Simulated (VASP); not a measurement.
Consider the following.

```
CdSe
1.0
    2.21167    -3.83072     0.00000
    2.21167     3.83072     0.00000
    0.00000     0.00000     7.20473
Cd Se
2 2
Cartesian
  2.21167  -1.27691   3.60248
  2.21167   1.27691   0.00011
  2.21167  -1.27691   6.31123
  2.21167   1.27691   2.70887
```

Computed with MS2 meta-GGA, VASP's PBE PAW potentials (set 64) (plane waves; VASP). Settings: 520 eV cut-off, 6×6×3 Γ-centred mesh, Gaussian smearing of 0.050 eV, potentials Cd Se.

Task: What does the run give for the energy per atom (σ→0), pressure, band gap (on the k-mesh) with the smallest direct gap where there is one?

Result: 
```
Item                                          Value
-----------------------------------  --------------
band gap (on the k-mesh)                    0.85 eV
smallest direct gap (on the k-mesh)         0.85 eV
energy per atom (σ→0)                -1.696 eV/atom
pressure                                  -2.58 GPa
```

The compound is CdSe in the wurtzite structure. This cell is one point of a volume scan, at 1.06 of the reference volume.
